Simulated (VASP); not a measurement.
# Hf3SnS4 (P4/mmm) in VASP: relaxation of cell and atoms with PBE

Aim: the relaxation of cell and atoms of Hf3SnS4 with PBE.

Program: VASP 6.6.1. These are calculated values, not measurements. Logs are shortened: lines on timing, memory, paths and dates and some standing lists are left out, and cuts for length are marked.

### 1 The crystal as given

The structure is tetragonal, space group P4/mmm (No. 123). Conventional cell: a = 4.167 Å, b = 4.167 Å, c = 10.651 Å, α = 90.00°, β = 90.00°, γ = 90.00°. Hf (site symmetry 4mm) is surrounded by 4 S at 2.49 Å. Hf (site symmetry 4/mmm) has 8 S at 2.65 Å as nearest neighbours. Sn (site symmetry 4/mmm) has 8 Hf at 3.76 Å and 4 Sn at 4.17 Å and 8 S at 4.24 Å as nearest neighbours. S (site symmetry 2mm) has 4 Hf at 2.49 to 2.65 Å as nearest neighbours.

The cell was built by a generator and needn't be a form met in nature.

### 2 Relaxation of cell and atoms, PBE

The input, INCAR:

```
SYSTEM = Hf3SnS4
PREC = Normal
ENCUT = 520
EDIFF = 1E-4
ISMEAR = 0
SIGMA = 0.15
LREAL = .False.
LASPH = .True.
NELM = 60
ALGO = Fast
ISIF = 3
LWAVE = .False.
LCHARG = .False.
GGA = PE
IBRION = 2
NSW = 24
EDIFFG = -0.08
```

The input, KPOINTS:

```
Automatic mesh
0
Gamma
  4 4 2
  0 0 0
```

The input, POSCAR:

```
Hf3SnS4
1.0
    4.1665533800      0.0000000000      0.0000000000
    0.0000000000      4.1665533800      0.0000000000
    0.0000000000      0.0000000000     10.6509189000
Hf Sn S
3 1 4
Direct
    0.5000000000      0.5000000000      0.7189250600
    0.5000000000      0.5000000000      0.2810749400
    0.0000000000      0.0000000000      0.0000000000
    0.0000000000      0.0000000000      0.5000000000
    0.5000000000      0.0000000000      0.8462246100
    0.0000000000      0.5000000000      0.8462246100
    0.5000000000      0.0000000000      0.1537753900
    0.0000000000      0.5000000000      0.1537753900
```

Potentials or basis: VASP PAW PBE potentials, release 64 (Hf_pv, Sn_d, S).

The run is started by

```bash
$ cat potpaw_PBE.64/Hf_pv/POTCAR potpaw_PBE.64/Sn_d/POTCAR potpaw_PBE.64/S/POTCAR > POTCAR
$ mpirun -np 1 vasp_std > vasp.out
```

OUTCAR:

```text
SYSTEM = Hf3SnS4
   PREC = Normal
   ENCUT = 520
   EDIFF = 1E-4
   ISMEAR = 0
   LREAL = .False.
   LASPH = .True.
   NELM = 60
   ISIF = 3
   GGA = PE
   IBRION = 2
   NSW = 24
   EDIFFG = -0.08

 ion  position               nearest neighbor table
   1  0.500  0.500  0.719-   5 2.49   6 2.49   5 2.49   6 2.49   4 3.76   4 3.76   4 3.76   4 3.76

   2  0.500  0.500  0.281-   7 2.49   8 2.49   7 2.49   8 2.49   4 3.76   4 3.76   4 3.76   4 3.76

   3  0.000  0.000  0.000-   5 2.65   6 2.65   7 2.65   8 2.65   6 2.65   8 2.65   5 2.65   7 2.65

   4  0.000  0.000  0.500-   1 3.76   2 3.76   1 3.76   2 3.76   1 3.76   2 3.76   1 3.76   2 3.76

   5  0.500  0.000  0.846-   1 2.49   1 2.49   3 2.65   3 2.65
   6  0.000  0.500  0.846-   1 2.49   1 2.49   3 2.65   3 2.65
   7  0.500  0.000  0.154-   2 2.49   2 2.49   3 2.65   3 2.65
   8  0.000  0.500  0.154-   2 2.49   2 2.49   3 2.65   3 2.65

  LATTYP: Found a simple tetragonal cell.
 ALAT       =     4.1665533800
 C/A-ratio  =     2.5562900385

  Lattice vectors:

 A1 = (   4.1665533800,   0.0000000000,   0.0000000000)
 A2 = (   0.0000000000,   4.1665533800,   0.0000000000)
 A3 = (   0.0000000000,   0.0000000000,  10.6509189000)

Analysis of symmetry for initial positions (statically):
=====================================================================
 Subroutine PRICEL returns:
 Original cell was already a primitive cell.

 Routine SETGRP: Setting up the symmetry group for a
 simple tetragonal supercell.

 Subroutine GETGRP returns: Found 16 space group operations
 (whereof 16 operations were pure point group operations)
 out of a pool of 16 trial point group operations.

The static configuration has the point symmetry D_4h.

Analysis of symmetry for dynamics (positions and initial velocities):
=====================================================================
 Subroutine PRICEL returns:
 Original cell was already a primitive cell.

 Routine SETGRP: Setting up the symmetry group for a
 simple tetragonal supercell.

 Subroutine GETGRP returns: Found 16 space group operations
 (whereof 16 operations were pure point group operations)
 out of a pool of 16 trial point group operations.

The dynamic configuration has the point symmetry D_4h.

 Subroutine INISYM returns: Found 16 space group operations
 (whereof 16 operations are pure point group operations),
 and found     1 'primitive' translations

----------------------------------------------------------------------------------------

                                     Primitive cell

  volume of cell :     184.9017

  direct lattice vectors                    reciprocal lattice vectors
     4.166553380  0.000000000  0.000000000     0.240006525  0.000000000  0.000000000
     0.000000000  4.166553380  0.000000000     0.000000000  0.240006525  0.000000000
     0.000000000  0.000000000 10.650918900     0.000000000  0.000000000  0.093888613

  length of vectors
     4.166553380  4.166553380 10.650918900     0.240006525  0.240006525  0.093888613

  position of ions in fractional coordinates (direct lattice)
     0.500000000  0.500000000  0.718925060
     0.500000000  0.500000000  0.281074940
     0.000000000  0.000000000  0.000000000
     0.000000000  0.000000000  0.500000000
     0.500000000  0.000000000  0.846224610
     0.000000000  0.500000000  0.846224610
     0.500000000  0.000000000  0.153775390
     0.000000000  0.500000000  0.153775390

  ion indices of the primitive-cell ions
   primitive index   ion index
                 1           1
                 2           2
                 3           3
                 4           4
                 5           5
                 6           6
                 7           7
                 8           8

----------------------------------------------------------------------------------------

 KPOINTS: Automatic mesh

Automatic generation of k-mesh.
 Grid dimensions read from file:
 generate k-points for:    4    4    2

 Generating k-lattice:

  Cartesian coordinates                     Fractional coordinates (reciprocal lattice)
     0.060001631  0.000000000  0.000000000     0.250000000  0.000000000  0.000000000
     0.000000000  0.060001631  0.000000000     0.000000000  0.250000000  0.000000000
     0.000000000  0.000000000  0.046944306     0.000000000  0.000000000  0.500000000

  Length of vectors
     0.060001631  0.060001631  0.046944306

  Shift w.r.t. Gamma in fractional coordinates (k-lattice)
     0.000000000  0.000000000  0.000000000

 Subroutine IBZKPT returns following result:
 ===========================================

 Found     12 irreducible k-points:

 Following reciprocal coordinates:
            Coordinates               Weight
  0.000000  0.000000  0.000000      1.000000
  0.250000  0.000000  0.000000      4.000000
  0.500000  0.000000  0.000000      2.000000
  0.250000  0.250000  0.000000      4.000000
  0.500000  0.250000  0.000000      4.000000
  0.500000  0.500000  0.000000      1.000000
  0.000000  0.000000  0.500000      1.000000
  0.250000  0.000000  0.500000      4.000000
  0.500000  0.000000  0.500000      2.000000
  0.250000  0.250000  0.500000      4.000000
  0.500000  0.250000  0.500000      4.000000
  0.500000  0.500000  0.500000      1.000000
   k-points           NKPTS =     12   k-points in BZ     NKDIM =     12   number of bands    NBANDS=     40
   number of dos      NEDOS =    301   number of ions     NIONS =      8
   total plane-waves  NPLWV =  34560
   dimension x,y,z NGX =    24 NGY =   24 NGZ =   60
   dimension x,y,z NGXF=    48 NGYF=   48 NGZF=  120
   ions per type =               3   1   4
   NGX,Y,Z   is equivalent  to a cutoff of   9.58,  9.58,  9.37 a.u.
   NGXF,Y,Z  is equivalent  to a cutoff of  19.15, 19.15, 18.73 a.u.
 SYSTEM =  Hf3SnS4
   PREC   = normal    normal or accurate (medium, high low for compatibility)
   ISTART =      0    job   : 0-new  1-cont  2-samecut
   ICHARG =      2    charge: 1-file 2-atom 10-const
   ISPIN  =      1    spin polarized calculation?
   LNONCOLLINEAR =      F non collinear calculations
   LSORBIT =      F    spin-orbit coupling
   LASPH  =      T    aspherical Exc in radial PAW
   ENCUT  =  520.0 eV  38.22 Ry    6.18 a.u.   7.75  7.75 19.80*2*pi/ulx,y,z
   NELM   =     60;   NELMIN=  2; NELMDL= -5     # of ELM steps
   EDIFF  = 0.1E-03   stopping-criterion for ELM
   LREAL  =      F    real-space projection
   EDIFFG = -.8E-01   stopping-criterion for IOM
   NSW    =     24    number of steps for IOM
   IBRION =      2    ionic relax: 0-MD 1-quasi-New 2-CG
   NFREE  =      1    steps in history (QN), initial steepest desc. (CG)
   ISIF   =      3    stress and relaxation
   ISYM   =      2    0-nonsym 1-usesym 2-fastsym
   POTIM  = 0.5000    time-step for ionic-motion
   TEBEG  =    0.0;   TEEND  =   0.0 temperature during run
   PSTRESS=    0.0 pullay stress
   NELECT =      68.0000    total number of electrons
   NUPDOWN=      -1.0000    fix difference up-down
   EMIN   =  10.00;   EMAX   =-10.00  energy-range for DOS
   EFERMI =   0.00;   METHOD = LEGACY
   ISMEAR =     0;   SIGMA  =   0.15  broadening in eV -4-tet -1-fermi 0-gaus
   EFERMI_NEDOS =   21; number of points for ismear=-14 and -15
   IALGO  =     68    algorithm
   IMIX   =      4    mixing-type and parameters
     AMIX     =   0.40;   BMIX     =  1.00
     AMIX_MAG =   1.60;   BMIX_MAG =  1.00
  volume/ion in A,a.u.               =      23.11       155.97
  Fermi-wavevector in a.u.,A,eV,Ry     =   1.172909  2.216476 18.717731  1.375714
  Thomas-Fermi vector in A             =   2.309330
   LORBIT       =      0    0 simple, 1 ext, 2 COOP (PROOUT), +10 PAW based schemes
   GGA     = PE    functional components
   LHFCALC =     F    Hartree Fock is set to
   AEXX    =    0.0000 exact exchange contribution
   IVDW    =     0    specifies the selected vdW correction
   LEPSILON=     F    determine dielectric tensor
   LRPA    =     F    only Hartree local field effects (RPA)
 conjugate gradient relaxation of ions
 non-spin polarized calculation
 RMM-DIIS sequential band-by-band and
 Gauss-broadening in eV      SIGMA  =   0.15
  energy-cutoff  :      520.00
  volume of cell :      184.90
 maximum number of plane-waves:      5008
   NGX = 15   NGY = 15   NGZ = 39

--------------------------------------- Ionic step        1  -------------------------------------------

 number of electron      67.9999969 magnetization

 Free energy of the ion-electron system (eV)
  ---------------------------------------------------
  ext. energy  EPLUGINS =         0.00000000
  ---------------------------------------------------
  free energy    TOTEN  =       -55.94155231 eV

  energy without entropy =      -55.90164329  energy(sigma->0) =      -55.92159780

------------------------ aborting loop because EDIFF is reached ----------------------------------------

  FORCE on cell =-STRESS in cart. coord.  units (eV):
  Direction    XX          YY          ZZ          XY          YZ          ZX
  --------------------------------------------------------------------------------------
  -------------------------------------------------------------------------------------
  Total        5.0271610      5.0271610     -6.8237056      0.0000000      0.0000000      0.0000000
  in kB       43.5604539     43.5604539    -59.1275501      0.0000000      0.0000000      0.0000000
  external PRESSURE =       9.3311192 kB  Pullay stress =       0.0000000 kB
[... 71 lines left out ...]
--------------------------------------- Ionic step        3  -------------------------------------------

 number of electron      68.0000048 magnetization

 E-fermi :   5.4195     XC(G=0):  -9.9375

 val. band max:        5.4008359552   @ k =   0.5000   0.5000   0.0000
 cond. band min:       5.4249513513   @ k =   0.0000   0.0000   0.5000
 fundamental gap:      0.0241153961
 Fermi energy:         5.4195138706

 k-point     1 :       0.0000    0.0000    0.0000
  band No.  band energies     occupation
      1     -26.9040      2.00000
      2     -26.9040      2.00000
      3     -26.9031      2.00000
      4     -26.9031      2.00000
      5     -26.8745      2.00000
      6     -26.8721      2.00000
[... 540 lines left out ...]
  FREE ENERGIE OF THE ION-ELECTRON SYSTEM (eV)
  ---------------------------------------------------
  free  energy   TOTEN  =       -56.4776603277 eV

  energy  without entropy=      -56.4288282207  energy(sigma->0) =      -56.45324427

[... ionic steps 4 to 14 ...]

--------------------------------------- Ionic step       15  -------------------------------------------

 number of electron      68.0000060 magnetization

------------------------ aborting loop because EDIFF is reached ----------------------------------------
[... 79 lines left out ...]
--------------------------------------- Ionic step       17  -------------------------------------------

 number of electron      68.0000083 magnetization

 Free energy of the ion-electron system (eV)
  ---------------------------------------------------
  ext. energy  EPLUGINS =         0.00000000
  ---------------------------------------------------
  free energy    TOTEN  =       -57.40927197 eV

  energy without entropy =      -57.36378084  energy(sigma->0) =      -57.38652641

 E-fermi :   6.1800     XC(G=0): -10.4663

 val. band max:        6.0841501426   @ k =   0.5000   0.2500   0.0000
 cond. band min:       6.2146442197   @ k =   0.0000   0.0000   0.5000
 fundamental gap:      0.1304940771
 Fermi energy:         6.1800006948

 k-point     1 :       0.0000    0.0000    0.0000
  band No.  band energies     occupation
      1     -25.9716      2.00000
      2     -25.9716      2.00000
      3     -25.9295      2.00000
      4     -25.3846      2.00000
      5     -25.3846      2.00000
      6     -25.3674      2.00000
[... 540 lines left out ...]
  FREE ENERGIE OF THE ION-ELECTRON SYSTEM (eV)
  ---------------------------------------------------
  free  energy   TOTEN  =       -57.4092719735 eV

  energy  without entropy=      -57.3637808434  energy(sigma->0) =      -57.38652641

 reached required accuracy - stopping structural energy minimisation
```

Run time: 5.4 min. Hardware: 1 thread of Intel Xeon Platinum 8488C (Sapphire Rapids), shared host; peak memory 0.24 GiB.

What came out:

```
Free energy                            : -57.4093 eV
Relaxed volume                         : 21.21 Å³/atom
Relaxed cell                           : a = 4.320 Å, b = 4.320 Å, c = 9.093 Å, α = 90.00°, β = 90.00°, γ = 90.00°
Space group after relaxing (to 0.05 Å) : P4/mmm (No. 123)
Energy gained by relaxing              : 183.5 meV/atom
Ionic steps                            : 17
Pressure after relaxing                : -0.3 GPa
Largest force after relaxing           : 0.065 eV/Å
Band gap on the k mesh                 : none (metal or under the smearing width)
```

Forces in eV/Å, atoms in the order of the input:
```
Hf   0.000  0.000  0.047
Hf   0.000  0.000 -0.047
Hf   0.000  0.000  0.000
Sn   0.000  0.000  0.000
S    0.000  0.000  0.065
S    0.000  0.000  0.065
S    0.000  0.000 -0.065
S    0.000  0.000 -0.065
```

Stress tensor (GPa, compression positive):
```
-0.24  0.00  0.00
 0.00 -0.24  0.00
 0.00  0.00 -0.37
```

The path:
```tsv
step	energy change (eV)	largest force (eV/Å)	pressure (GPa)	volume (Å³)
1	0.0000	1.5523	0.93	184.90
2	-0.5046	0.4787	-2.81	188.21
3	-0.5361	0.6603	-3.72	189.01
4	-0.8299	1.0220	1.51	175.38
5	-0.8387	1.1530	2.36	173.10
6	-1.0863	1.0994	2.31	170.32
7	-1.2073	0.6148	4.96	161.46
8	-1.2716	0.5625	3.39	165.08
9	-1.3954	0.2174	-2.12	173.70
10	-1.4006	0.2665	-1.57	172.16
11	-1.4002	0.2850	-1.04	171.77
12	-1.4005	0.2701	-1.10	171.95
13	-1.4493	0.1550	-0.50	170.48
14	-1.4604	0.2560	0.34	168.90
15	-1.4621	0.2358	0.19	169.32
16	-1.4678	0.0842	-0.15	169.58
17	-1.4677	0.0646	-0.28	169.66
```

Final structure:
```
Hf Sn S
1.0
     4.31956    0.00000    0.00000
     0.00000    4.31956    0.00000
     0.00000    0.00000    9.09296
Hf Sn S
3 1 4
Direct
  0.50000 0.50000 0.67646
  0.50000 0.50000 0.32354
  0.00000 0.00000 0.00000
  0.00000 0.00000 0.50000
  0.50000 0.00000 0.82669
  0.00000 0.50000 0.82669
  0.50000 0.00000 0.17331
  0.00000 0.50000 0.17331
```

Levels at points of the mesh, in eV from the Fermi level:
```csv
k point,band 31,band 32,band 33,band 34,band 35,band 36,band 37,band 38
"(0.00, 0.00, 0.00)",-1.77,-0.86,0.09,0.18,0.24,0.24,1.07,1.10
"(0.50, 0.00, 0.00)",-2.77,-2.12,0.12,0.35,0.60,0.69,0.76,0.96
"(0.50, 0.50, 0.00)",-2.01,-1.87,-0.94,-0.24,-0.17,0.29,0.67,1.57
"(0.00, 0.00, 0.50)",-1.51,-0.61,-0.45,0.03,0.11,0.11,0.24,0.85
"(0.50, 0.00, 0.50)",-2.33,-1.61,-0.42,-0.34,0.62,0.91,1.02,1.40
"(0.50, 0.50, 0.50)",-1.98,-1.90,-1.23,-0.32,-0.17,-0.10,1.24,1.30
```

Caveat: the k mesh is coarse (spacing up to 0.38 Å⁻¹), so the values aren't converged; the relaxation stopped at a loose force limit of 0.08 eV/Å, so its end isn't a converged minimum. The run has no spin-orbit coupling, so splittings on Hf are missing.
